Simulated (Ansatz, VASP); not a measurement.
# HfC in two plane-wave programs, part 2 of 2

One calculation is typed for both programs; each brings its own data sets. How far apart do they land? The cell is taken from a series of runs on this material, whose earlier steps may have relaxed, scaled, displaced or heated it; both programs get it as it stands.

VASP 6.6.1 and Ansatz 0.2.0.

So far: The starting structure; Ansatz: zone-centre phonons, LDA, pair 1; VASP: zone-centre phonons, LDA, pair 1; Side by side.

**5. VASP: zone-centre phonons, LDA, pair 2**

Level of this step: LDA; plane waves and PAW (C, Hf_pv) (VASP).

Second derivatives magnify differences that forces hide, and they need a tight electronic threshold. The cell compared in this pair holds 24.86 Å³, against 24.38 Å³ for the pair before.

INCAR

```
SYSTEM = HfC
PREC = Accurate
ENCUT = 600
EDIFF = 1E-08
NELM = 120
ISMEAR = 1
SIGMA = 0.2
LREAL = .FALSE.
ALGO = Normal
GGA = PW92
NBANDS = 13
LASPH = .TRUE.
LORBIT = 11
LWAVE = .FALSE.
LCHARG = .FALSE.
ISIF = 2
IBRION = 8
GGA_COMPAT = .FALSE.
KPAR = 2
```

POSCAR

```
HfC
1.0
    0.0000000000      2.3164598906      2.3164598906
    2.3164598906      0.0000000000      2.3164598906
    2.3164598906      2.3164598906      0.0000000000
C Hf
1 1
Direct
    0.0000000000      0.0000000000      0.0000000000
    0.5000000000      0.5000000000      0.5000000000
```

KPOINTS

```
Automatic mesh
0
Gamma
16 16 16
0 0 0
```

PAW data sets: C and Hf_pv (LDA family, release 64).

Started as:

```
$ mpirun -np 2 vasp_std
```

Numbers of over 12 decimals in the logs are rounded to 6 here.

Log:

```text
[banner, memory and clock lines left out]
running    2 mpi-ranks, on    1 nodes
[...]
[... a notice as in an earlier step ...]

 LDA part: xc-table for (Slater(with rela. corr.)+PW92), standard interpolation
 POSCAR, INCAR and KPOINTS ok, starting setup
[...]
entering main loop
       N       E                     dE             d eps       ncg     rms          rms(c)
DAV:   1     0.243666034124E+02    0.24367E+02   -0.85619E+03  3778   0.118E+03
DAV:   2    -0.242188089021E+02   -0.48585E+02   -0.45642E+02  4684   0.222E+02
DAV:   3    -0.260346788431E+02   -0.18159E+01   -0.18042E+01  4813   0.306E+01
DAV:   4    -0.260460652414E+02   -0.11386E-01   -0.11384E-01  4106   0.284E+00
[...]
DAV:  12    -0.228676227664E+02    0.20588E-06   -0.21135E-06  4759   0.120E-02    0.342E-02
DAV:  13    -0.228676224462E+02    0.32022E-06   -0.79681E-07  4495   0.485E-03    0.189E-03
DAV:  14    -0.228676224499E+02   -0.37126E-08   -0.30729E-08  4320   0.146E-03
   1 F= -.22867622E+02 E0= -.22867340E+02  d E =-.848352E-03
[...]
RMM:   8    -0.119434222743E+00   -0.36015E-05   -0.12996E-08 16322   0.748E-04    0.278E-04
RMM:   9    -0.119433516834E+00    0.70591E-06    0.49524E-09 17215   0.144E-04    0.247E-04
RMM:  10    -0.119433523169E+00   -0.63346E-08    0.80209E-09 17446   0.327E-05    0.848E-05
 first order change of Fermi-energy   0.46359E-03
 force on displaced ion       1 direction 1 :  -7.385   0.000   0.000
 Linear response progress:
  Degree of freedom:   2/  2
       N       E                     dE             d eps       ncg     rms          rms(c)
RMM:   1    -0.213456525670E+00   -0.21346E+00    0.37058E+00 10121   0.118E+01
RMM:   2    -0.209893382966E+00    0.35631E-02   -0.30797E-02 13994   0.128E+00    0.545E-01
RMM:   3    -0.209236279897E+00    0.65710E-03   -0.99813E-04 17338   0.151E-01    0.210E-01
RMM:   4    -0.208786057776E+00    0.45022E-03   -0.78936E-05 18772   0.502E-02    0.139E-01
[...]
RMM:  13    -0.208370240531E+00    0.14200E-07   -0.24972E-07 18594   0.103E-05    0.125E-05
RMM:  14    -0.208370244024E+00   -0.34930E-08   -0.15555E-07 14930   0.618E-06    0.139E-05
RMM:  15    -0.208370244969E+00   -0.94573E-09   -0.80583E-08 13096   0.451E-06    0.125E-05
 first order change of Fermi-energy   0.38684E-06
 force on displaced ion       2 direction 1 :  -7.386   0.000   0.000
 Linear response finished
```

OUTCAR, selected parts (step 5):

```text
  Total       -1.4668259     -1.4668259     -1.4668259      0.0000000     -0.0000000      0.0000000
  in kB      -94.5332986    -94.5332986    -94.5332986      0.0000000     -0.0000000      0.0000000
  external PRESSURE =     -94.5332986 kB  Pullay stress =       0.0000000 kB

 POSITION                                       TOTAL-FORCE (eV/Angst)
 -----------------------------------------------------------------------------------
      0.00000      0.00000      0.00000         0.000000     -0.000000      0.000000
      2.31646      2.31646      2.31646        -0.000000      0.000000      0.000000
 -----------------------------------------------------------------------------------
    total drift:                                0.000000      0.000000      0.000000

[... 1 part as in an earlier step ...]

[... 1 further part left out ...]
```

**6. Ansatz: zone-centre phonons, LDA, pair 2**

The same cell, functional (in two slightly different forms), mesh and smearing now go to Ansatz, which takes its cutoff from its data sets.

The cell is taken from a series of runs on this material, whose earlier steps may have relaxed, scaled, displaced or heated it; both programs get it as it stands.

input.yaml

```yaml
crystal:
  lattice:
    - [0.0, 2.3164598906, 2.3164598906]
    - [2.3164598906, 0.0, 2.3164598906]
    - [2.3164598906, 2.3164598906, 0.0]
  atoms:
    - { symbol: C, position: [0.0, 0.0, 0.0] }
    - { symbol: Hf, position: [0.5, 0.5, 0.5] }
kpoints:
  mp_grid: { grid: [16, 16, 16] }
hamiltonian:
  xc: lda
  pseudopotentials: { kind: paw, azcp: { folder: soft_1 }, xc_functional: pbe }
scf:
  occupations: { method: methfessel_paxton, width: 0.2 }
output:
  eigenvalues: true
phonons:
  method: dfpt
```

Started as:

```
$ ansatz run input.yaml --threads 4 --pin off --max-ram 10240MiB --backend cpu --events-out ev --progress --plain --runs-dir out
```

Log:

```text
[...]
Crystal: 2 atoms, lattice volume = 24.860 Å³
Basis set: ecut = 420 eV, 531 PW (Γ), exchange–correlation on 48×48×48 points (8 copies of the dense FFT grid, shifted against one another)
Bands: 19, of which v1, the nominal top of the filled ones, is band 15 counted from 1 (14 counted from 0)
Symmetry: 48 space group operations
k-points: 349 of 4096 (irreducible under 8 space group operations, time reversal used)
[...]
k-point 2: bands = [... 11 lower, 7.4684, 17.6638, 18.1473, 18.1473, 20.3084, 20.3084, 20.7441, 23.3871]
  k-point 348: bands = [... 11 lower, 8.9957, 15.4379, 15.7417, 15.7417, 22.0906, 22.0906, 25.1401, 25.5028]
[...]
ASR residual: 6.069e-6 → 0.000e0 eV/Å²; symmetrization residual: 6.128e-7 eV/Å²
  ASR residual per site (eV/Å²): 6.02e-6 6.07e-6
  Γ frequencies (cm⁻¹): 0.00 0.00 0.00 424.47 424.47 424.47
[...]
[key lines of the parts left out:]
SCF converged after 11 iterations
Free energy (F): -15722.482821 eV
Fermi energy:    18.446806 eV
```

**7. Side by side**

What differs besides the data sets and the points named for the pairs above, as far as they apply: the data sets hold 30 valence electrons in Ansatz (on its PAW soft_1 files) and 14 in VASP. Total energies have different zeros and are not compared.

Compared:

```
                  quantity  Ansatz   VASP  difference
optical mode 1 to 3 (cm⁻¹)   424.5  422.4     +0.48 %
```

Modes are paired by rising frequency, not by their patterns, so a pair may set unlike modes beside each other; they are those without the splitting of longitudinal modes.

**8. Results**

```
r.m.s. difference of the optical zone-centre modes, each program's sorted by frequency (zone-centre phonons, LDA, pair 1) : 2.1 cm⁻¹
r.m.s. difference of the optical zone-centre modes, each program's sorted by frequency (zone-centre phonons, LDA, pair 2) : 2.0 cm⁻¹
```

The r.m.s. difference of the optical zone-centre modes, each program's sorted by frequency is 2.1 cm⁻¹ (zone-centre phonons, LDA, pair 1). The data sets hold unlike numbers of valence electrons (30 in Ansatz and 14 in VASP), so part of the differences comes from the potentials. Such differences can come from data sets, numerical settings and the points named under the comparisons, not from the functional's error against experiment.

[Lines on the potential files, build, host, timing and source positions are cut from VASP's logs without a mark.]

[Logs are printed without paths, hosts, clocks, repeated set-up lines and the standing remarks that a program may print on its own settings, such as how far it seeks lower states.]

[Hosts, paths, dates, database ids (printed as entryN), source tags and the programs' standing remarks are cut or masked in the printed files.]
